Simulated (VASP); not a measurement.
An input for Ansatz (written as the equivalent of a VASP run, and not itself run):

Ansatz 0.2 input:
```yaml
crystal:
  lattice:
    - [0.0000000, 3.2089670, 3.1455810]
    - [3.1981660, 0.0000000, 3.1455810]
    - [3.1981660, 3.2089670, 0.0000000]
  atoms:
    - { symbol: Sn, position: [0.0000000, 0.0000000, 0.0000000] }
    - { symbol: Te, position: [0.4862300, 0.5137700, 0.5137700] }
kpoints:
  mp_grid: { grid: [7, 7, 7] }
hamiltonian:
  xc: pbe
  pseudopotentials: { kind: paw }
scf:
  occupations: { method: gaussian, width: 0.05 }
  max_iter: 100
output: { forces: true, stress: true, eigenvalues: true }
```

**Question.** Translate this input to VASP (INCAR, KPOINTS, POSCAR, choice of POTCAR).

**Answer.** One answer among several that fit: 
### POSCAR
```
SnTe
1
    0.0000000000     3.2089670000     3.1455810000
    3.1981660000     0.0000000000     3.1455810000
    3.1981660000     3.2089670000     0.0000000000
Sn Te
1 1
Direct
  0.0000000000   0.0000000000   0.0000000000
  0.4862300000   0.5137700000   0.5137700000
```

### INCAR
```
SYSTEM = SnTe
PREC = Accurate
ENCUT = 425
EDIFF = 1E-6
NELM = 100
ALGO = Normal
LREAL = .FALSE.
LASPH = .TRUE.
ISMEAR = 0
SIGMA = 0.05
GGA = PE
LMAXMIX = 4
LWAVE = .FALSE.
LCHARG = .FALSE.
ISIF = 2
```

**KPOINTS**
```
Automatic mesh
0
Gamma
7 7 7
0 0 0
```

POTCAR, in this order: Sn_d Te (PBE.64 set). Program: vasp_std.

What does not carry over: each code has its own PAW files, so the cut-off isn't converted (ENCUT is set for VASP's; basis.ecutwfc is left out, and Ansatz then takes the one that its files recommend); Ansatz stops its SCF on the density residual and VASP on the energy change (EDIFF).

The compound is SnTe in the rock salt structure, which distorts at low temperature. The cell was not relaxed at this level, atoms are displaced from their ideal sites. The run is one of a series of settings (ENCUT = 425 against the base run), some of them coarse on purpose.
